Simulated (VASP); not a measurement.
An input for Ansatz (written as the equivalent of a VASP run, and not itself run):

Ansatz 0.2 input:
```yaml
crystal:
  lattice:
    - [0.0000000, 2.5245000, 2.5245000]
    - [2.5245000, 0.0000000, 2.5245000]
    - [2.5245000, 2.5245000, 0.0000000]
  atoms:
    - { symbol: Pb, position: [0.0000000, 0.0000000, 0.0000000], spin: 1 }
kpoints:
  mp_grid: { grid: [9, 9, 9] }
hamiltonian:
  xc: pbe
  pseudopotentials: { kind: paw }
magnetization: { spin_polarized: true }
scf:
  occupations: { method: methfessel_paxton, width: 0.1 }
  max_iter: 100
output: { forces: true, stress: true, eigenvalues: true }
```

**Question.** Write the VASP files for the same calculation (PBE).

**Answer.** Several could match; the one computed here: 
### POSCAR
```
Pb
1
    0.0000000000     2.5245000000     2.5245000000
    2.5245000000     0.0000000000     2.5245000000
    2.5245000000     2.5245000000     0.0000000000
Pb
1
Direct
  0.0000000000   0.0000000000   0.0000000000
```

**INCAR**
```
ALGO = Normal
EDIFF = 1E-6
ENCUT = 400
GGA = PE
ISIF = 2
ISMEAR = 1
ISPIN = 2
LASPH = .TRUE.
LCHARG = .FALSE.
LMAXMIX = 4
LREAL = .FALSE.
LWAVE = .FALSE.
MAGMOM = 1.0
NELM = 100
PREC = Accurate
SIGMA = 0.1
SYSTEM = Pb
```

File KPOINTS:
```
Automatic mesh
0
Gamma
9 9 9
0 0 0
```

POTCAR, in this order: Pb_d (PBE.64 set). Program: vasp_std.

The two are equivalent in intent, not identical: each code has its own PAW files, so the cut-off isn't converted (ENCUT is set for VASP's; basis.ecutwfc is left out, and Ansatz then takes the one that its files recommend); Ansatz stops its SCF on the density residual and VASP on the energy change (EDIFF).

The compound is Pb in the fcc structure. The cell was not relaxed at this level.
